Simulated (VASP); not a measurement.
GaP (zinc blende) at five volumes. Level of theory: RPA correlation on PBE orbitals, VASP's PBE PAW potentials (set 64) (plane waves; VASP). Settings: 500 eV cut-off, 4×4×4 Γ-centred mesh, Gaussian smearing of 0.010 eV, potentials Ga_d_GW P_GW.

The mesh is coarse, so the correlation energy is not converged in k-points.

```
V (Å³/atom)  EXX (eV/atom)  RPA correlation (eV/atom)
-----------  -------------  -------------------------
18.616             -8.0244                    -9.6982
19.425             -8.0864                    -9.6651
20.235             -8.1202                    -9.6400
21.044             -8.1304                    -9.6217
21.854             -8.1205                    -9.6103
```

Q: Add the two parts and fit a third-order Birch-Murnaghan equation of state.

A: The totals are -17.7226, -17.7514, -17.7602, -17.7521, -17.7308 eV/atom, with V0 = 20.22 Å³/atom and B0 = 82 GPa.

The compound is GaP in the zinc blende structure.
